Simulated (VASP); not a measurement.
Calculation: PBE GGA, VASP's PBE PAW potentials (set 64) (plane waves; VASP 6.6.1).

A VASP calculation is set up with these files.

### INCAR
```
SYSTEM = PtAl2
PREC = Accurate; ENCUT = 400; LREAL = .FALSE.
LASPH = .TRUE.
EDIFF = 1E-6; NELM = 100; ALGO = Normal
LMAXMIX = 6
ISMEAR = -1; SIGMA = 0.05
GGA = PE
ISIF = 2
LWAVE = .FALSE.; LCHARG = .FALSE.
```

**POSCAR**
```
PtAl2
1
    0.0000000000     2.9550000000     2.9550000000
    2.9550000000     0.0000000000     2.9550000000
    2.9550000000     2.9550000000     0.0000000000
Al Pt
2 1
Direct
  0.2500000000   0.2500000000   0.2500000000
  0.7500000000   0.7500000000   0.7500000000
  0.0000000000   0.0000000000   0.0000000000
```

File KPOINTS:
```
Regular mesh
0
gamma
8 8 8
```

POTCAR, in this order: Al Pt (PBE.64 set). Program: vasp_std.

Unless said otherwise, spin-orbit coupling is left out, though it shifts the bands of the heavy elements here.

Question: Estimate the energy per atom (σ→0), pressure, band gap (on the k-mesh).

Answer: 
```
Item                                                         Value
------------------------  ----------------------------------------
energy per atom (σ→0)                               -5.411 eV/atom
band gap (on the k-mesh)  none (metal, semimetal or under 0.01 eV)
pressure                                                  2.33 GPa
```

OSZICAR:
```
...
DAV:   7    -0.162675958623E+02    0.79730E-01   -0.19664E-01   760   0.452E+00    0.169E+00
DAV:   8    -0.162377637947E+02    0.29832E-01   -0.31308E-02   792   0.177E+00    0.251E-01
DAV:   9    -0.162377742313E+02   -0.10437E-04   -0.18599E-03   812   0.422E-01    0.164E-01
DAV:  10    -0.162379282705E+02   -0.15404E-03   -0.32767E-04   760   0.151E-01    0.181E-02
DAV:  11    -0.162379252667E+02    0.30038E-05   -0.18531E-05   836   0.452E-02    0.830E-03
DAV:  12    -0.162379271078E+02   -0.18411E-05   -0.55792E-06   752   0.180E-02    0.230E-03
DAV:  13    -0.162379270342E+02    0.73592E-07   -0.56554E-07   488   0.783E-03
   1 F= -.16237927E+02 E0= -.16231656E+02  d E =-.125424E-01
```

The compound is PtAl2 in the fluorite structure. The cell was not relaxed at this level. The run is one of a series of settings (ISMEAR = -1, SIGMA = 0.05 against the base run), some of them coarse on purpose.
